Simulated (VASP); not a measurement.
Write the native input for VASP 6.6.1 that does the following.

* Task: relaxation of cell and atoms
* Functional: PBE
* Potentials or basis: VASP PAW PBE potentials, release 64 (Ba_sv, Fe, O)
* Cutoff: 520 eV
* k mesh: 5 × 5 × 3
* Occupations: gaussian, width 0.15 eV
* Spin: collinear spin, ferromagnetic start
* Starting moments: [0.0, 3.0, 0.0, 0.0] μB
* Further INCAR settings: PREC = Normal; ALGO = Fast; EDIFF = 0.0001; IBRION = 2; EDIFFG = -0.08; NSW = 24; ISIF = 3

The structure of BaFeO2 lies in POSCAR:

```
BaFeO2
1.0
    3.8594292000      0.0000000000      0.0000000000
   -1.9297146000      3.3423637300      0.0000000000
    0.0000000000      0.0000000000      5.4877812100
Ba Fe O
1 1 2
Direct
    0.0000000000      0.0000000000      0.0000000000
    0.0000000000      0.0000000000      0.5000000000
    0.3333333300      0.6666666700      0.0000000000
    0.6666666700      0.3333333300      0.0000000000
```

The cell was built by a generator and needn't be a form met in nature.

These files were run (other wordings do the same):

INCAR

```
SYSTEM = BaFeO2
PREC     = Normal         ! precision mode
ENCUT    = 520            ! plane-wave cutoff, eV
EDIFF    = 1E-4           ! SCF threshold, eV
ISMEAR   = 0              ! smearing method
SIGMA    = 0.15           ! smearing width, eV
LREAL    = .False.        ! projectors in reciprocal space
LASPH    = .True.         ! aspherical terms in the spheres
NELM     = 60             ! most SCF steps
ALGO     = Fast           ! electronic algorithm
ISIF     = 3              ! what is computed and relaxed
LWAVE    = .False.        ! write WAVECAR
LCHARG   = .False.        ! write CHGCAR
ISPIN    = 2              ! spin polarisation
MAGMOM   = 0 3 0 0        ! initial moments
LORBIT   = 11             ! projections on sites
LMAXMIX  = 4              ! l up to which the mixer works
GGA      = PE             ! functional
IBRION   = 2              ! ionic algorithm
NSW      = 24             ! ionic steps
EDIFFG   = -0.08          ! ionic threshold
```

KPOINTS

```
Automatic mesh
0
Gamma
  5 5 3
  0 0 0
```

Potentials or basis: VASP PAW PBE potentials, release 64 (Ba_sv, Fe, O).

Launch:

```sh
$ cat potpaw_PBE.64/Ba_sv/POTCAR potpaw_PBE.64/Fe/POTCAR potpaw_PBE.64/O/POTCAR > POTCAR
$ mpirun -np 1 vasp_std > vasp.out
```

It gave:

```yaml
Relaxed_volume: 27.03 Å³/atom
Relaxed_cell: a = 4.388 Å, b = 4.388 Å, c = 6.485 Å, α = 90.00°, β = 90.00°, γ = 120.00°
Space_group_after_relaxing_to_0.05_Å: P6/mmm (No. 191)
Energy_gained_by_relaxing: 639.2 meV/atom
Ionic_steps: 15
Pressure_after_relaxing: -0.2 GPa
Band_gap_on_the_k_mesh: none (metal or under the smearing width)
Net_moment: 4.07 μB per cell
Site_moments: Ba +0.01; Fe +3.58; O +0.01 μB
Valence_electrons_inside_the_program's_atomic_spheres: Ba 8.05; Fe 6.51; O 4.86
```

Caveat: the k mesh is coarse (spacing up to 0.38 Å⁻¹), so the values aren't converged; the volume moved by over 15 % at a fixed basis, so the end points are rough; a cell with one magnetic atom can't hold antiferromagnetic order, which such compounds often take; semilocal functionals often make such compounds metallic where correlation or magnetic order opens a gap, which also shifts bond lengths.

It took 13 min on 1 thread of AMD EPYC 7R43 64-Core Processor (Zen 3) (shared host), peak memory 0.16 GiB.
